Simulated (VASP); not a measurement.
These are PBE GGA, VASP's PBE PAW potentials (set 64) (plane waves; VASP) values and carry that method's errors.

The input files of a VASP run:

KPOINTS:
```
Automatic mesh
0
Gamma
1 1 1
0 0 0
```

INCAR:
```
SYSTEM = Ga35GeN36
PREC = Normal
ENCUT = 400
EDIFF = 1E-5
NELM = 100
ALGO = Fast
LREAL = Auto
LASPH = .TRUE.
ISMEAR = 0
SIGMA = 0.05
GGA = PE
LMAXMIX = 4
LWAVE = .TRUE.
LCHARG = .FALSE.
NELMIN = 4
ISYM = 0
NELECT = 288.0
IBRION = 2
ISIF = 2
NSW = 60
EDIFFG = -0.03
```

### POSCAR
```
Ga35GeN36
1
    4.8683178924    -8.4321738171     0.0000000000
    4.8683178924     8.4321738171     0.0000000000
    0.0000000000     0.0000000000    10.5562839808
Ga N Ge
35 36 1
Direct
  0.2222220000   0.1111110000   0.2500000000
  0.1111110000   0.2222220000   0.0000000000
  0.2222220000   0.1111110000   0.7500000000
  0.1075820000   0.2211740000   0.4992540000
  0.2161800000   0.4414330000   0.2457970000
  0.1111110000   0.5555560000   0.0000000000
  0.2260990000   0.4435850000   0.7485860000
  0.1102450000   0.5540330000   0.5045960000
  0.2222220000   0.7777780000   0.2500000000
  0.1111110000   0.8888890000   0.0000000000
  0.2222220000   0.7777780000   0.7500000000
  0.1111110000   0.8888890000   0.5000000000
  0.5555560000   0.1111110000   0.2500000000
  0.4444440000   0.2222220000   0.0000000000
  0.5555560000   0.1111110000   0.7500000000
  0.4461440000   0.2185300000   0.4976840000
  0.5575120000   0.4476160000   0.2539430000
  0.4444440000   0.5555560000   0.0000000000
  0.5498240000   0.4400290000   0.7534860000
  0.5602940000   0.7819460000   0.2489580000
  0.4444440000   0.8888890000   0.0000000000
  0.5493940000   0.7740510000   0.7528080000
  0.4446970000   0.8860930000   0.4977150000
  0.8888890000   0.1111110000   0.2500000000
  0.7777780000   0.2222220000   0.0000000000
  0.8888890000   0.1111110000   0.7500000000
  0.7777780000   0.2222220000   0.5000000000
  0.8888890000   0.4444440000   0.2500000000
  0.7777780000   0.5555560000   0.0000000000
  0.8888890000   0.4444440000   0.7500000000
  0.7758290000   0.5530480000   0.4974090000
  0.8888890000   0.7777780000   0.2500000000
  0.7777780000   0.8888890000   0.0000000000
  0.8888890000   0.7777780000   0.7500000000
  0.7772860000   0.8904000000   0.5000870000
  0.2222220000   0.1111110000   0.4385000000
  0.1111110000   0.2222220000   0.1885000000
  0.2222220000   0.1111110000   0.9385000000
  0.1111110000   0.2222220000   0.6885000000
  0.2230530000   0.4445900000   0.4340300000
  0.1111110000   0.5555560000   0.1885000000
  0.2222220000   0.4444440000   0.9385000000
  0.1111110000   0.5555560000   0.6885000000
  0.2222220000   0.7777780000   0.4385000000
  0.1111110000   0.8888890000   0.1885000000
  0.2222220000   0.7777780000   0.9385000000
  0.1111110000   0.8888890000   0.6885000000
  0.5555560000   0.1111110000   0.4385000000
  0.4444440000   0.2222220000   0.1885000000
  0.5555560000   0.1111110000   0.9385000000
  0.4444440000   0.2222220000   0.6885000000
  0.5519610000   0.4441200000   0.4357410000
  0.4444440000   0.5555560000   0.1885000000
  0.5555560000   0.4444440000   0.9385000000
  0.4470490000   0.5578830000   0.6904340000
  0.5553230000   0.7724720000   0.4391340000
  0.4444440000   0.8888890000   0.1885000000
  0.5555560000   0.7777780000   0.9385000000
  0.4444440000   0.8888890000   0.6885000000
  0.8888890000   0.1111110000   0.4385000000
  0.7777780000   0.2222220000   0.1885000000
  0.8888890000   0.1111110000   0.9385000000
  0.7777780000   0.2222220000   0.6885000000
  0.8888890000   0.4444440000   0.4385000000
  0.7777780000   0.5555560000   0.1885000000
  0.8888890000   0.4444440000   0.9385000000
  0.7777780000   0.5555560000   0.6885000000
  0.8888890000   0.7777780000   0.4385000000
  0.7777780000   0.8888890000   0.1885000000
  0.8888890000   0.7777780000   0.9385000000
  0.7777780000   0.8888890000   0.6885000000
  0.4397140000   0.5552520000   0.4992920000
```

POTCAR, in this order: Ga N Ge (PBE.64 set). Program: vasp_gam.

What VASP printed:

OSZICAR:
```
...
RMM:  16    -0.437312970670E+03   -0.24129E-04   -0.28111E-04   369   0.278E-02    0.138E-02
RMM:  17    -0.437312967354E+03    0.33153E-05   -0.67116E-05   307   0.141E-02
   1 F= -.43731297E+03 E0= -.43731297E+03  d E =-.437313E+03
       N       E                     dE             d eps       ncg     rms          rms(c)
DAV:   1    -0.437644818176E+03   -0.33185E+00   -0.14000E+02   388   0.288E+01    0.294E+00
RMM:   2    -0.437828506189E+03   -0.18369E+00   -0.34300E+00   362   0.398E+00    0.140E+00
RMM:   3    -0.437798429991E+03    0.30076E-01   -0.46416E-01   373   0.143E+00    0.902E-01
RMM:   4    -0.437781593063E+03    0.16837E-01   -0.14388E-01   364   0.711E-01    0.360E-01
RMM:   5    -0.437784700879E+03   -0.31078E-02   -0.50857E-02   419   0.360E-01    0.208E-01
RMM:   6    -0.437784548701E+03    0.15218E-03   -0.69916E-03   363   0.162E-01    0.121E-01
RMM:   7    -0.437784644454E+03   -0.95753E-04   -0.16146E-03   389   0.792E-02    0.534E-02
RMM:   8    -0.437784636247E+03    0.82069E-05   -0.62913E-04   380   0.459E-02    0.285E-02
RMM:   9    -0.437784637712E+03   -0.14646E-05   -0.11465E-04   359   0.219E-02    0.152E-02
RMM:  10    -0.437784636146E+03    0.15657E-05   -0.80737E-05   325   0.153E-02
   2 F= -.43778464E+03 E0= -.43778464E+03  d E =-.471669E+00
       N       E                     dE             d eps       ncg     rms          rms(c)
DAV:   1    -0.437896334487E+03   -0.11170E+00   -0.13998E+01   388   0.915E+00    0.912E-01
RMM:   2    -0.437912708331E+03   -0.16374E-01   -0.33775E-01   362   0.124E+00    0.429E-01
RMM:   3    -0.437910528866E+03    0.21795E-02   -0.50565E-02   384   0.449E-01    0.301E-01
RMM:   4    -0.437908378581E+03    0.21503E-02   -0.14085E-02   362   0.225E-01    0.102E-01
RMM:   5    -0.437908517393E+03   -0.13881E-03   -0.43039E-03   415   0.109E-01    0.614E-02
RMM:   6    -0.437908501692E+03    0.15701E-04   -0.10210E-03   366   0.566E-02    0.386E-02
RMM:   7    -0.437908488508E+03    0.13184E-04   -0.18061E-04   363   0.271E-02    0.112E-02
RMM:   8    -0.437908492135E+03   -0.36273E-05   -0.58962E-05   296   0.139E-02
   3 F= -.43790849E+03 E0= -.43790849E+03  d E =-.595525E+00
       N       E                     dE             d eps       ncg     rms          rms(c)
DAV:   1    -0.437948155163E+03   -0.39667E-01   -0.11102E+01   372   0.839E+00    0.667E-01
RMM:   2    -0.437963446190E+03   -0.15291E-01   -0.21642E-01   362   0.991E-01    0.313E-01
RMM:   3    -0.437963553956E+03   -0.10777E-03   -0.29906E-02   377   0.359E-01    0.215E-01
RMM:   4    -0.437962546957E+03    0.10070E-02   -0.78412E-03   363   0.179E-01    0.666E-02
RMM:   5    -0.437962665990E+03   -0.11903E-03   -0.19224E-03   414   0.813E-02    0.390E-02
RMM:   6    -0.437962669559E+03   -0.35690E-05   -0.33939E-04   372   0.361E-02    0.202E-02
RMM:   7    -0.437962669664E+03   -0.10511E-06   -0.59359E-05   314   0.165E-02
   4 F= -.43796267E+03 E0= -.43796267E+03  d E =-.541775E-01
       N       E                     dE             d eps       ncg     rms          rms(c)
DAV:   1    -0.437962688022E+03   -0.18463E-04   -0.47038E-03   404   0.173E-01    0.135E-02
RMM:   2    -0.437962693591E+03   -0.55696E-05   -0.83956E-05   316   0.199E-02    0.713E-03
RMM:   3    -0.437962693064E+03    0.52733E-06   -0.94471E-06   221   0.691E-03    0.444E-03
RMM:   4    -0.437962692592E+03    0.47234E-06   -0.26810E-06   217   0.333E-03
   5 F= -.43796269E+03 E0= -.43796269E+03  d E =-.542005E-01
       N       E                     dE             d eps       ncg     rms          rms(c)
DAV:   1    -0.437973275441E+03   -0.10582E-01   -0.23693E+00   372   0.394E+00    0.263E-01
RMM:   2    -0.437976156032E+03   -0.28806E-02   -0.40495E-02   362   0.435E-01    0.120E-01
RMM:   3    -0.437976417858E+03   -0.26183E-03   -0.65472E-03   391   0.165E-01    0.931E-02
RMM:   4    -0.437976208306E+03    0.20955E-03   -0.12670E-03   363   0.773E-02    0.272E-02
RMM:   5    -0.437976221111E+03   -0.12804E-04   -0.29375E-04   400   0.352E-02    0.168E-02
RMM:   6    -0.437976224080E+03   -0.29694E-05   -0.11863E-04   362   0.193E-02    0.116E-02
RMM:   7    -0.437976221409E+03    0.26712E-05   -0.20795E-05   229   0.982E-03
   6 F= -.43797622E+03 E0= -.43797622E+03  d E =-.135288E-01
       N       E                     dE             d eps       ncg     rms          rms(c)
DAV:   1    -0.437977095418E+03   -0.87134E-03   -0.44547E-01   404   0.171E+00    0.115E-01
RMM:   2    -0.437977636001E+03   -0.54058E-03   -0.76829E-03   362   0.189E-01    0.519E-02
RMM:   3    -0.437977688502E+03   -0.52501E-04   -0.12682E-03   392   0.724E-02    0.406E-02
RMM:   4    -0.437977649253E+03    0.39249E-04   -0.23806E-04   363   0.336E-02    0.121E-02
RMM:   5    -0.437977651396E+03   -0.21427E-05   -0.54966E-05   311   0.156E-02
   7 F= -.43797765E+03 E0= -.43797765E+03  d E =-.149588E-01
       N       E                     dE             d eps       ncg     rms          rms(c)
DAV:   1    -0.437981864749E+03   -0.42155E-02   -0.11514E+00   372   0.274E+00    0.188E-01
RMM:   2    -0.437983166176E+03   -0.13014E-02   -0.19004E-02   362   0.306E-01    0.883E-02
RMM:   3    -0.437983267813E+03   -0.10164E-03   -0.32456E-03   394   0.117E-01    0.654E-02
RMM:   4    -0.437983168412E+03    0.99401E-04   -0.61224E-04   365   0.532E-02    0.196E-02
RMM:   5    -0.437983176403E+03   -0.79909E-05   -0.17326E-04   394   0.251E-02    0.112E-02
RMM:   6    -0.437983177020E+03   -0.61721E-06   -0.43690E-05   279   0.125E-02
   8 F= -.43798318E+03 E0= -.43798318E+03  d E =-.552562E-02
       N       E                     dE             d eps       ncg     rms          rms(c)
DAV:   1    -0.437983227243E+03   -0.50841E-04   -0.30334E-02   428   0.445E-01    0.308E-02
RMM:   2    -0.437983263126E+03   -0.35882E-04   -0.49481E-04   362   0.492E-02    0.143E-02
RMM:   3    -0.437983267307E+03   -0.41808E-05   -0.90476E-05   322   0.192E-02    0.105E-02
RMM:   4    -0.437983265207E+03    0.20991E-05   -0.15747E-05   218   0.872E-03
   9 F= -.43798327E+03 E0= -.43798327E+03  d E =-.561381E-02
       N       E                     dE             d eps       ncg     rms          rms(c)
DAV:   1    -0.437984304392E+03   -0.10371E-02   -0.45929E-01   372   0.173E+00    0.122E-01
RMM:   2    -0.437984901041E+03   -0.59665E-03   -0.80234E-03   362   0.200E-01    0.584E-02
RMM:   3    -0.437984972542E+03   -0.71501E-04   -0.13969E-03   401   0.755E-02    0.450E-02
RMM:   4    -0.437984930701E+03    0.41841E-04   -0.26432E-04   364   0.354E-02    0.145E-02
RMM:   5    -0.437984930792E+03   -0.90704E-07   -0.51971E-05   306   0.158E-02
  10 F= -.43798493E+03 E0= -.43798493E+03  d E =-.166558E-02
       N       E                     dE             d eps       ncg     rms          rms(c)
DAV:   1    -0.437984925575E+03    0.51264E-05   -0.36447E-03   436   0.156E-01    0.130E-02
RMM:   2    -0.437984933911E+03   -0.83357E-05   -0.97867E-05   357   0.234E-02    0.791E-03
RMM:   3    -0.437984934048E+03   -0.13767E-06   -0.12648E-05   221   0.841E-03    0.573E-03
RMM:   4    -0.437984933663E+03    0.38569E-06   -0.39336E-06   211   0.416E-03
  11 F= -.43798493E+03 E0= -.43798493E+03  d E =-.166846E-02
       N       E                     dE             d eps       ncg     rms          rms(c)
DAV:   1    -0.437985381882E+03   -0.44783E-03   -0.16092E-01   372   0.103E+00    0.737E-02
RMM:   2    -0.437985585093E+03   -0.20321E-03   -0.28295E-03   362   0.118E-01    0.345E-02
RMM:   3    -0.437985603910E+03   -0.18817E-04   -0.48128E-04   395   0.447E-02    0.250E-02
RMM:   4    -0.437985590213E+03    0.13697E-04   -0.85628E-05   362   0.202E-02    0.760E-03
RMM:   5    -0.437985590806E+03   -0.59278E-06   -0.19100E-05   223   0.950E-03
  12 F= -.43798559E+03 E0= -.43798559E+03  d E =-.657144E-03
```

File OUTCAR:
```
------------------------ aborting loop because EDIFF is reached ----------------------------------------
  FORCE on cell =-STRESS in cart. coord.  units (eV):
  Direction    XX          YY          ZZ          XY          YZ          ZX
  --------------------------------------------------------------------------------------
  Total      -19.4071434    -19.1172595    -29.3331778      0.0116797     -0.0221420     -0.0495243
  in kB      -35.8767140    -35.3408245    -54.2263231      0.0215915     -0.0409325     -0.0915523
  external PRESSURE =     -41.8146205 kB  Pullay stress =       0.0000000 kB
  volume of cell :      866.68
      direct lattice vectors                 reciprocal lattice vectors
     4.868317892 -8.432173817  0.000000000     0.102704879 -0.059296690  0.000000000
     4.868317892  8.432173817  0.000000000     0.102704879  0.059296690  0.000000000
     0.000000000  0.000000000 10.556283981     0.000000000  0.000000000  0.094730305
  FREE ENERGIE OF THE ION-ELECTRON SYSTEM (eV)
  ---------------------------------------------------
  free  energy   TOTEN  =      -437.9855908062 eV

  energy  without entropy=     -437.9855908062  energy(sigma->0) =     -437.98559081

 reached required accuracy - stopping structural energy minimisation
```
(Selected blocks of OUTCAR.)

### CONTCAR
```
Ga35GeN36
   1.00000000000000
     4.8683178924000003   -8.4321738171000007    0.0000000000000000
     4.8683178924000003    8.4321738171000007    0.0000000000000000
     0.0000000000000000    0.0000000000000000   10.5562839808000000
  Ga              N               Ge
    35    36     1
Direct
     0.2220032262195234    0.1107536760377449    0.2493510064898788
     0.1111586119942381    0.2220921605907601    0.9997203205640518
     0.2216490381277409    0.1101534997757385    0.7507772514406388
     0.1101310317536443    0.2192782745127981    0.5008643547287484
     0.2225798233120179    0.4447187846386425    0.2481544977932470
     0.1110886939449236    0.5556171282525916    0.9997751365946486
     0.2193523656509119    0.4427740843503279    0.7497709908692943
     0.1101332997193342    0.5572503710872690    0.5011251967420484
     0.2220379600749612    0.7777880097481140    0.2494968190328492
     0.1110022288157951    0.8887202804265710    0.9998436083769591
     0.2218930630607489    0.7777439585475675    0.7508340974475446
     0.1107552072508494    0.8884619768276178    0.5001382203940939
     0.5559614088353301    0.1112949005929236    0.2494023535555971
     0.4442530107820832    0.2221488132567652    0.9997484783384708
     0.5556689854834593    0.1109307962922143    0.7506944902308245
     0.4420495664463905    0.2190270266536580    0.5010434792163384
     0.5550062148251216    0.4446390838773724    0.2480552169658642
     0.4443409409844753    0.5554524125654291    0.9993283132323083
     0.5562276992982697    0.4426979157509325    0.7497385755776201
     0.5552622893267093    0.7770729435313506    0.2480930398162355
     0.4442583182056447    0.8887125269743119    0.9998370821003314
     0.5563570181979384    0.7797811154522155    0.7497538809683719
     0.4423504433112420    0.8888780900272608    0.5010255579899777
     0.8885297392573107    0.1111718541957884    0.2493359796345886
     0.7777682930610099    0.2222361916515924    0.9998151667079510
     0.8885778070683451    0.1110407608052251    0.7506904306306954
     0.7776071141027017    0.2220189117389642    0.5007184441136417
     0.8884592496835962    0.4441066063752417    0.2493837742292813
     0.7775994179966608    0.5555231866686317    0.9998289233606122
     0.8884604275374826    0.4439871996441538    0.7507436850692052
     0.7796063160219096    0.5570449765526336    0.5010651195210978
     0.8891060714257975    0.7779509331786952    0.2495289802261954
     0.7776699324536914    0.8887262903779273    0.9996046086320045
     0.8889146954364847    0.7775523174285324    0.7508723026783681
     0.7796402322881845    0.8888610102965580    0.5012633714590617
     0.2217557512393610    0.1104945230349073    0.4379711046030051
     0.1112909282107533    0.2228152100493482    0.1890172934599889
     0.2221917465946580    0.1110793266494205    0.9386612383873953
     0.1109036795320499    0.2216472413702300    0.6882432260945470
     0.2292462504618364    0.4478674694578372    0.4405162226952507
     0.1111697973877475    0.5551601819745128    0.1890166397887392
     0.2226890138042691    0.4446252311549344    0.9372299904453644
     0.1108328460767576    0.5554309162623555    0.6884877827644799
     0.2219131559036441    0.7774692318440881    0.4381100390984369
     0.1111087358107189    0.8888001245628084    0.1883000279388558
     0.2222594689360323    0.7776290233406140    0.9387070451725870
     0.1106805132080333    0.8883559232392173    0.6883896121117303
     0.5555331351514052    0.1107271555692312    0.4382441450089544
     0.4447345840053278    0.2227916967521903    0.1889641777578079
     0.5553245103975870    0.1109467388735931    0.9387566256595057
     0.4438897405288819    0.2214977957799931    0.6883638247068838
     0.5512143353264100    0.4474868772950007    0.4404800223338161
     0.4441870336236449    0.5554691062628175    0.1878056212248476
     0.5550771751902168    0.4446312224714188    0.9371408890862570
     0.4439540855202652    0.5549885642571589    0.6814457112453163
     0.5513644496841011    0.7695235328244324    0.4405084757092897
     0.4447584651111316    0.8885624594299973    0.1890450897861076
     0.5550586077597887    0.7769923707772840    0.9372023198642729
     0.4440619365715834    0.8885318703199435    0.6883506512624830
     0.8883666913959856    0.1106597981729723    0.4381938071502072
     0.7778042593905113    0.2222865625211778    0.1883314197586302
     0.8889455544783270    0.1109777184846101    0.9386325422210422
     0.7775967653310230    0.2220067140980956    0.6886576603083691
     0.8883671256280740    0.4439907919072477    0.4382201492523405
     0.7769789698193352    0.5553084385214636    0.1890438419197407
     0.8888849650454969    0.4446407252331166    0.9387253787569620
     0.7774269136600266    0.5553751316870537    0.6884036245189256
     0.8885611930067910    0.7774552916312479    0.4382083440963466
     0.7771112242718115    0.8885378890115531    0.1888689896102474
     0.8886015484225378    0.7775815850930834    0.9387798405702570
     0.7775002187295119    0.8884924048898070    0.6885640485770395
     0.4438248828298221    0.5547660865111164    0.4999438223252611
```

At this cut-off the stress carries a Pulay error, which pulls relaxed volumes low. The cell is charged, with a uniform compensating background. The supercell is sampled at Γ alone, which is coarse: total energies, pressure and levels can be off, energies of defects by several tenths of an eV.

The cell is a supercell with a defect, built from GaN (wurtzite): Ge_Ga, charge +1. The run is not spin-polarised, so no state with unpaired spins was tried.
